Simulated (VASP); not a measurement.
# PtSe2 (Sudovikovite): structure and properties in VASP, part 4 of 5

Aim: relax PtSe2 (Sudovikovite) with LDA, compute its properties on that cell and hold them against experiment. The start is a cell from a database of measured crystal structures.

VASP 6.6.1, plane waves and PAW; the level of theory is named at each step.

So far. Step 5 (Bands along the symmetry lines (LDA)): There is no gap at this level. Step 6 (Density of states (LDA)): The finer mesh and the other smearing move the Fermi level by +0.02 eV from the 7×7×5 run, a small shift, which tests the Fermi level alone. Of the states within 0.3 eV of the Fermi level, the largest shares in the PAW spheres are Pt d 33 % and Se p 32 %. The rest lies in smaller channels or between the spheres. The relaxed cell has a = 3.740, c = 4.788 Å (conventional setting).

The database entry behind the starting cell has ideal inner coordinates that were not refined, so it need not match the best structure at ambient conditions.

## Step 7: Zone-centre phonons (LDA)

Level of this step: LDA; plane waves and PAW (Pt, Se) (VASP).

Zone-centre modes test whether the atoms sit at a minimum within this cell. IBRION = 8 takes the force constants from linear response, which needs tightly converged orbitals.

File INCAR:

```
SYSTEM = PtSe2
PREC = Accurate
ENCUT = 400
EDIFF = 1E-08
NELM = 100
ISMEAR = 1
SIGMA = 0.2
LREAL = .FALSE.
ALGO = Normal
GGA = CA
NBANDS = 17
LASPH = .TRUE.
LORBIT = 11
LWAVE = .FALSE.
LCHARG = .FALSE.
KPAR = 2
IBRION = 8
ISIF = 2
```

File POSCAR:

```
PtSe2
1.0
    3.7403324055      0.0000000000      0.0000000000
   -1.8701662028      3.2392228818      0.0000000000
    0.0000000000      0.0000000000      4.7881194269
Pt Se
1 2
Direct
    0.0000000000      0.0000000000      0.0000000000
    0.3333333333      0.6666666667      0.2644490384
    0.6666666667      0.3333333333      0.7355509616
```

File KPOINTS:

```
Automatic mesh
0
Gamma
12 12 8
0 0 0
```

Potentials, in the order of the species: Pt and Se (LDA family, release 64).

Command:

```
$ mpirun -np 2 vasp_std
```

Log:

```text
[... set-up lines as in an earlier step ...]
 entering main loop
       N       E                     dE             d eps       ncg     rms          rms(c)
DAV:   1     0.894658051722E+02    0.89466E+02   -0.87584E+03  4630   0.918E+02
DAV:   2    -0.141256140181E+02   -0.10359E+03   -0.10062E+03  5684   0.198E+02
DAV:   3    -0.178649848262E+02   -0.37394E+01   -0.37186E+01  5286   0.384E+01
DAV:   4    -0.178904979213E+02   -0.25513E-01   -0.25506E-01  5845   0.348E+00
DAV:   5    -0.178907365306E+02   -0.23861E-03   -0.23860E-03  5378   0.317E-01    0.130E+01
DAV:   6    -0.173293908399E+02    0.56135E+00   -0.44279E+00  4544   0.190E+01    0.803E+00
DAV:   7    -0.171209033812E+02    0.20849E+00   -0.85050E-01  4538   0.921E+00    0.398E+00
DAV:   8    -0.170930514798E+02    0.27852E-01   -0.58821E-02  4803   0.170E+00    0.801E-01
DAV:   9    -0.170901278120E+02    0.29237E-02   -0.67254E-03  5125   0.775E-01    0.207E-01
DAV:  10    -0.170900996554E+02    0.28157E-04   -0.11007E-03  5129   0.207E-01    0.383E-02
DAV:  11    -0.170900958118E+02    0.38435E-05   -0.45900E-05  5527   0.545E-02    0.252E-02
DAV:  12    -0.170900948495E+02    0.96230E-06   -0.40523E-06  5019   0.126E-02    0.318E-03
DAV:  13    -0.170900947505E+02    0.98996E-07   -0.46082E-07  5499   0.548E-03    0.138E-03
DAV:  14    -0.170900947502E+02    0.30582E-09   -0.41219E-08  4904   0.147E-03
   1 F= -.17090095E+02 E0= -.17090126E+02  d E =0.931507E-04
 Linear response reoptimize wavefunctions to high precision
DAV:   1    -0.170900947504E+02   -0.18667E-09   -0.24420E-09  3304   0.390E-04
DAV:   2    -0.170900947504E+02   -0.12960E-10   -0.12293E-10  2442   0.792E-05
 Linear response DOF=           4
 Linear response progress:
  Degree of freedom:   1/  4
       N       E                     dE             d eps       ncg     rms          rms(c)
RMM:   1    -0.257318999131E+00   -0.25732E+00   -0.26121E-01 18498   0.329E+00
RMM:   2    -0.249409976835E+00    0.79090E-02   -0.72284E-03 16345   0.505E-01    0.191E-01
RMM:   3    -0.249264904259E+00    0.14507E-03   -0.36955E-04 17901   0.114E-01    0.115E-01
RMM:   4    -0.249725187588E+00   -0.46028E-03   -0.48364E-04 18552   0.117E-01    0.207E-02
RMM:   5    -0.249775666408E+00   -0.50479E-04   -0.32149E-05 18092   0.345E-02    0.893E-03
RMM:   6    -0.249817888784E+00   -0.42222E-04   -0.34226E-07 18950   0.517E-03    0.140E-03
RMM:   7    -0.249805740517E+00    0.12148E-04    0.15354E-07 19063   0.164E-03    0.930E-04
RMM:   8    -0.249795569814E+00    0.10171E-04    0.55565E-08 19204   0.679E-04    0.329E-04
RMM:   9    -0.249792280103E+00    0.32897E-05    0.15120E-07 18694   0.889E-04    0.148E-04
RMM:  10    -0.249792696441E+00   -0.41634E-06    0.66841E-08 18595   0.374E-04    0.252E-05
RMM:  11    -0.249792892063E+00   -0.19562E-06    0.13778E-07 19808   0.154E-04    0.108E-05
RMM:  12    -0.249792907720E+00   -0.15657E-07    0.16347E-07 20022   0.120E-04    0.969E-07
RMM:  13    -0.249792928967E+00   -0.21248E-07    0.17178E-07 20033   0.105E-04    0.148E-06
RMM:  14    -0.249792912871E+00    0.16096E-07    0.16676E-07 17609   0.992E-05    0.980E-07
RMM:  15    -0.249792910096E+00    0.27757E-08    0.17498E-07 16560   0.987E-05    0.121E-07
RMM:  16    -0.249792910201E+00   -0.10555E-09    0.17377E-07 11073   0.978E-05    0.883E-08
 first order change of Fermi-energy   0.32835E-03
 force on displaced ion       1 direction 1 : -15.172   0.000   0.000
 Linear response progress:
  Degree of freedom:   2/  4
       N       E                     dE             d eps       ncg     rms          rms(c)
RMM:   1    -0.271588916906E+00   -0.27159E+00   -0.26825E-01  7703   0.330E+00
RMM:   2    -0.262817790651E+00    0.87711E-02   -0.71092E-03  6692   0.530E-01    0.203E-01
RMM:   3    -0.262488814185E+00    0.32898E-03   -0.66666E-04  7306   0.141E-01    0.117E-01
RMM:   4    -0.262729411755E+00   -0.24060E-03   -0.41807E-04  7504   0.106E-01    0.362E-02
RMM:   5    -0.262871628947E+00   -0.14222E-03   -0.93441E-06  7599   0.202E-02    0.143E-02
RMM:   6    -0.262924329012E+00   -0.52700E-04   -0.39514E-06  7155   0.107E-02    0.214E-03
RMM:   7    -0.262904776578E+00    0.19552E-04   -0.14833E-07  7717   0.216E-03    0.709E-04
RMM:   8    -0.262896187251E+00    0.85893E-05   -0.39861E-08  7777   0.625E-04    0.833E-05
RMM:   9    -0.262896585185E+00   -0.39793E-06   -0.34695E-08  7881   0.198E-04    0.387E-05
RMM:  10    -0.262896502528E+00    0.82657E-07   -0.38343E-08  8072   0.124E-04    0.140E-05
RMM:  11    -0.262896406719E+00    0.95809E-07   -0.34223E-08  8136   0.101E-04    0.448E-06
RMM:  12    -0.262896443639E+00   -0.36920E-07   -0.30461E-08  7723   0.961E-05    0.103E-06
RMM:  13    -0.262896453597E+00   -0.99581E-08   -0.29985E-08  6848   0.941E-05    0.339E-07
 first order change of Fermi-energy  -0.34125E-03
 force on displaced ion       1 direction 3 :   0.000   0.000 -15.499
 Linear response progress:
  Degree of freedom:   3/  4
       N       E                     dE             d eps       ncg     rms          rms(c)
RMM:   1    -0.780037180612E-01   -0.78004E-01    0.57827E-02 47889   0.152E+00
RMM:   2    -0.765870474118E-01    0.14167E-02   -0.16127E-03 30862   0.240E-01    0.107E-01
RMM:   3    -0.764615873977E-01    0.12546E-03   -0.46260E-05 33471   0.389E-02    0.609E-02
RMM:   4    -0.764007061391E-01    0.60881E-04   -0.25155E-05 34389   0.297E-02    0.662E-03
RMM:   5    -0.764032473201E-01   -0.25412E-05   -0.71351E-08 34525   0.515E-03    0.126E-03
RMM:   6    -0.764030294895E-01    0.21783E-06    0.68066E-08 34899   0.144E-03    0.362E-04
RMM:   7    -0.764018989921E-01    0.11305E-05    0.68653E-08 35297   0.461E-04    0.774E-05
RMM:   8    -0.764017128600E-01    0.18613E-06    0.10668E-07 35608   0.131E-04    0.374E-05
RMM:   9    -0.764016304066E-01    0.82453E-07    0.41243E-08 35750   0.897E-05    0.178E-05
RMM:  10    -0.764015756168E-01    0.54790E-07    0.32471E-08 36295   0.795E-05    0.295E-06
RMM:  11    -0.764015876318E-01   -0.12015E-07    0.15275E-08 35483   0.710E-05    0.937E-07
RMM:  12    -0.764015894111E-01   -0.17794E-08    0.42926E-08 27596   0.687E-05    0.392E-07
 first order change of Fermi-energy  -0.25207E-05
 force on displaced ion       2 direction 1 :  -7.713   0.000   0.000
 Linear response progress:
  Degree of freedom:   4/  4
       N       E                     dE             d eps       ncg     rms          rms(c)
RMM:   1    -0.920108625734E-01   -0.92011E-01    0.52454E-02 10428   0.150E+00
RMM:   2    -0.896887856762E-01    0.23221E-02   -0.18657E-03  7027   0.256E-01    0.158E-01
RMM:   3    -0.894834034284E-01    0.20538E-03   -0.18967E-04  7593   0.692E-02    0.105E-01
RMM:   4    -0.893808945788E-01    0.10251E-03   -0.57504E-05  7516   0.455E-02    0.545E-02
RMM:   5    -0.893323616944E-01    0.48533E-04   -0.18611E-05  7637   0.235E-02    0.851E-03
RMM:   6    -0.893390881208E-01   -0.67264E-05    0.57093E-07  7676   0.355E-03    0.288E-03
RMM:   7    -0.893442276299E-01   -0.51395E-05   -0.26065E-07  7623   0.228E-03    0.756E-04
RMM:   8    -0.893430054524E-01    0.12222E-05   -0.10621E-07  7821   0.567E-04    0.155E-04
RMM:   9    -0.893427239451E-01    0.28151E-06   -0.45277E-08  7893   0.148E-04    0.487E-05
RMM:  10    -0.893426966489E-01    0.27296E-07   -0.41758E-08  8016   0.115E-04    0.830E-06
RMM:  11    -0.893427043419E-01   -0.76930E-08   -0.44418E-08  8135   0.881E-05    0.275E-06
 first order change of Fermi-energy  -0.89618E+00
 force on displaced ion       2 direction 3 :   0.000  -0.000 -10.013
 Linear response finished
```

It took 3.5 min on 2 MPI ranks of AMD EPYC 9R45, shared host; peak memory 1.6 GiB.

Parts of OUTCAR (step 7):

```text
   k-points           NKPTS =    131   k-points in BZ     NKDIM =    131   number of bands    NBANDS=     17

   NELECT =      22.0000    total number of electrons

  Total        0.0236595      0.0236595     -0.1180605     -0.0000000      0.0000000     -0.0000000
  in kB        0.6534318      0.6534318     -3.2606117     -0.0000000      0.0000000     -0.0000000
  external PRESSURE =      -0.6512494 kB  Pullay stress =       0.0000000 kB

 POSITION                                       TOTAL-FORCE (eV/Angst)
 -----------------------------------------------------------------------------------
      0.00000      0.00000      0.00000        -0.000000      0.000000      0.000000
     -0.00000      2.15948      1.26621        -0.000000     -0.000000     -0.003107
      1.87017      1.07974      3.52191         0.000000      0.000000      0.003107
 -----------------------------------------------------------------------------------
    total drift:                                0.000000     -0.000000     -0.000000

 Eigenvectors and eigenvalues of the dynamical matrix
 ----------------------------------------------------

   1 f  =    6.586750 THz    41.385769 2PiTHz  219.710320 cm-1    27.240596 meV
             X         Y         Z           dx          dy          dz
      0.000000  0.000000  0.000000     0.000000   -0.000000   -0.668992
     -0.000000  2.159482  1.266214     0.000000    0.000000    0.525571
      1.870166  1.079741  3.521906    -0.000000    0.000000    0.525571

   2 f  =    6.520281 THz    40.968133 2PiTHz  217.493162 cm-1    26.965703 meV
             X         Y         Z           dx          dy          dz
      0.000000  0.000000  0.000000    -0.293947    0.600585   -0.000000
     -0.000000  2.159482  1.266214     0.231136   -0.472252    0.000000
      1.870166  1.079741  3.521906     0.231136   -0.472252   -0.000000

   3 f  =    6.520281 THz    40.968133 2PiTHz  217.493162 cm-1    26.965703 meV
             X         Y         Z           dx          dy          dz
      0.000000  0.000000  0.000000     0.600585    0.293947    0.000000
     -0.000000  2.159482  1.266214    -0.472252   -0.231136    0.000000
      1.870166  1.079741  3.521906    -0.472252   -0.231136    0.000000

   4 f  =    6.165665 THz    38.740017 2PiTHz  205.664455 cm-1    25.499131 meV
             X         Y         Z           dx          dy          dz
      0.000000  0.000000  0.000000     0.000000   -0.000000   -0.000000
     -0.000000  2.159482  1.266214     0.000000    0.000000    0.707107
      1.870166  1.079741  3.521906    -0.000000    0.000000   -0.707107

   5 f  =    4.923487 THz    30.935180 2PiTHz  164.229843 cm-1    20.361896 meV
             X         Y         Z           dx          dy          dz
      0.000000  0.000000  0.000000     0.000000   -0.000000   -0.000000
     -0.000000  2.159482  1.266214    -0.310862    0.635110    0.000000
      1.870166  1.079741  3.521906     0.310862   -0.635110    0.000000

   6 f  =    4.923487 THz    30.935180 2PiTHz  164.229843 cm-1    20.361896 meV
             X         Y         Z           dx          dy          dz
      0.000000  0.000000  0.000000     0.000000    0.000000   -0.000000
     -0.000000  2.159482  1.266214    -0.635110   -0.310862    0.000000
      1.870166  1.079741  3.521906     0.635110    0.310862   -0.000000

   7 f/i=    0.001225 THz     0.007696 2PiTHz    0.040855 cm-1     0.005065 meV
             X         Y         Z           dx          dy          dz
      0.000000  0.000000  0.000000    -0.000000   -0.000000    0.743270
     -0.000000  2.159482  1.266214    -0.000000   -0.000000    0.473049
      1.870166  1.079741  3.521906    -0.000000   -0.000000    0.473049

   8 f/i=    0.001693 THz     0.010638 2PiTHz    0.056477 cm-1     0.007002 meV
             X         Y         Z           dx          dy          dz
      0.000000  0.000000  0.000000    -0.711745    0.215201    0.000000
     -0.000000  2.159482  1.266214    -0.452580    0.136840    0.000000
      1.870166  1.079741  3.521906    -0.452580    0.136840    0.000000

   9 f/i=    0.001693 THz     0.010638 2PiTHz    0.056477 cm-1     0.007002 meV
             X         Y         Z           dx          dy          dz
      0.000000  0.000000  0.000000    -0.215201   -0.711745   -0.000000
     -0.000000  2.159482  1.266214    -0.136840   -0.452580   -0.000000
      1.870166  1.079741  3.521906    -0.136840   -0.452580   -0.000000

 ELASTIC MODULI CONTR FROM IONIC RELAXATION (kBar)
 Direction    XX          YY          ZZ          XY          YZ          ZX
 --------------------------------------------------------------------------------
 XX        -601.2288   -373.6115   -555.3177      0.0000    240.9671     -0.0000
 YY        -373.6115   -601.2288   -555.3177      0.0000   -240.9671      0.0000
 ZZ        -555.3177   -555.3177   -632.6734      0.0000     -0.0000      0.0000
 XY           0.0000      0.0000      0.0000   -113.8086      0.0000    219.4136
 YZ         240.9671   -240.9671     -0.0000      0.0000   -510.1996      0.0000
 ZX          -0.0000      0.0000      0.0000    219.4136      0.0000   -423.0111
 --------------------------------------------------------------------------------

[... 6 parts as in an earlier step ...]

[... 4 further parts left out ...]
```

Energies printed during the response cycles are not total energies of the cell.

This step gave:

```yaml
bands: 17
irreducible_k_points: 131
pressure_of_the_cell: -0.06512 GPa
largest_force_of_the_cell: 0.003107 eV/Å
fermi_energy: 7.031 eV
```

Modes at Γ, with each element's share of the kinetic energy:

| mode | frequency (cm⁻¹) | symmetry | Pt % | Se % |
| --- | --- | --- | --- | --- |
| 1 | -0.1 | acoustic | 55 | 45 |
| 2 | -0.1 | acoustic | 55 | 45 |
| 3 | 0.0 | acoustic | 55 | 45 |
| 4 | 164.2 | Eg | 0 | 100 |
| 5 | 164.2 | Eg | 0 | 100 |
| 6 | 205.7 | A1g | 0 | 100 |
| 7 | 217.5 | Eu | 45 | 55 |
| 8 | 217.5 | Eu | 45 | 55 |
| 9 | 219.7 | A2u | 45 | 55 |

Displacements in mode 4 (164.2 cm⁻¹), the largest set to 1:
```
Pt1  0.00  0.00  0.00
Se2 -1.00 -0.49  0.00
Se3  1.00  0.49  0.00
```

Displacements in mode 9 (219.7 cm⁻¹), the largest set to 1:
```
Pt1  0.00  0.00 -0.81
Se2  0.00  0.00  1.00
Se3  0.00  0.00  1.00
```

The three acoustic modes lie within 0.1 cm⁻¹ of zero, and all others are real. By the characters of their eigenvectors the optical modes sort into (cm⁻¹) Raman active: Eg 164, A1g 206; infrared active: Eu 217, A2u 220. With a centre of inversion no mode is active in both.

(Part 4 of 5 ends here.)

[Lines on the potential files, build, host, timing and source positions are cut from VASP's logs without a mark.]

[Logs are printed without paths, hosts, clocks, repeated set-up lines and the standing remarks that a program may print on its own settings, such as how far it seeks lower states.]

[Hosts, paths, dates, database ids (printed as entryN), source tags and the programs' standing remarks are cut or masked in the printed files.]

[A measured line is paired with the nearest computed mode of its activity, which favours agreement.]
